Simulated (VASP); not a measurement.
Input:

```yaml
crystal:
  lattice:
    - [1.57197, -2.72274, 0.00000]
    - [1.57197, 2.72274, 0.00000]
    - [0.00000, 0.00000, 5.00528]
  atoms:
    - { symbol: Mg, position: [0.33333, 0.66667, 0.25000] }
    - { symbol: Mg, position: [0.66667, 0.33333, 0.75000] }
```

All values below come from LDA (Ceperley-Alder, Perdew-Zunger), VASP's LDA PAW potentials (set 64) (plane waves; VASP). Numerical set-up: 520 eV cut-off, Gaussian smearing of 0.050 eV, potentials Mg.

Question: Estimate the band gap (along the path) with the smallest direct gap where there is one.

Answer: 
```yaml
band gap (along the path): none (metal, semimetal or under 0.01 eV)
```

The absolute energy has meaning only against runs of the same code, potentials and settings.

The compound is Mg in the hcp structure. It was relaxed first, which changed the volume by -8 %.
